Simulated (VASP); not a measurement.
Level of theory: PBE GGA + U (Dudarev), VASP's PBE PAW potentials (set 64) (plane waves; VASP).

VASP ran on this input.

**INCAR**
```
SYSTEM = ZnSe
LDAUL = 2 -1
LDAUJ = 0 0
LREAL = .FALSE.   # projection in real space or not
ALGO = Normal   # blocked Davidson
LWAVE = .FALSE.
NELM = 100
ISMEAR = 0   # Gaussian
ENCUT = 400   # plane-wave cut-off (eV)
LORBIT = 10
LDAUTYPE = 2
LDAUPRINT = 1
LMAXMIX = 4   # l cut-off of mixed one-centre charges
PREC = Accurate
EDIFF = 1E-6   # SCF stop (eV)
GGA = PE
LCHARG = .FALSE.
SIGMA = 0.05
LASPH = .TRUE.
LDAU = .TRUE.
LDAUU = 4.0 0
ISIF = 2   # forces and stress, cell fixed
```

KPOINTS:
```
Regular mesh
0
Gamma
7 7 7
```

POSCAR:
```
ZnSe
1
    0.0000000000     2.8350000000     2.8350000000
    2.8350000000     0.0000000000     2.8350000000
    2.8350000000     2.8350000000     0.0000000000
Zn Se
1 1
Direct
  0.0000000000   0.0000000000   0.0000000000
  0.2500000000   0.2500000000   0.2500000000
```

POTCAR, in this order: Zn Se (PBE.64 set). Program: vasp_std.

Q: What does the run give for the energy per atom (σ→0), pressure, band gap (on the k-mesh)?

A: 
```yaml
energy per atom (σ→0): -2848 meV/atom
band gap (on the k-mesh): 1.50 eV
pressure: 1.05 GPa
```

### OSZICAR
```
...
DAV:   7    -0.569471464626E+01    0.17154E-01   -0.13929E-01   590   0.338E+00    0.145E+00
DAV:   8    -0.569609538058E+01   -0.13807E-02   -0.45491E-03   555   0.610E-01    0.399E-01
DAV:   9    -0.569641093892E+01   -0.31556E-03   -0.95596E-04   575   0.238E-01    0.651E-02
DAV:  10    -0.569648916439E+01   -0.78225E-04   -0.74180E-05   595   0.765E-02    0.153E-02
DAV:  11    -0.569651058370E+01   -0.21419E-04   -0.24656E-05   555   0.345E-02    0.470E-03
DAV:  12    -0.569651171123E+01   -0.11275E-05   -0.10971E-06   545   0.135E-02    0.329E-03
DAV:  13    -0.569651172982E+01   -0.18585E-07   -0.34511E-07   390   0.737E-03
   1 F= -.56965117E+01 E0= -.56965117E+01  d E =-.251541E-11
```

The compound is ZnSe in the zinc blende structure. The cell was not relaxed at this level. The run is one of a series of settings (LDAU = .TRUE., LDAUJ = 0 0, LDAUL = 2 -1, LDAUTYPE = 2, LDAUU = 4.0 0 against the base run), some of them coarse on purpose.
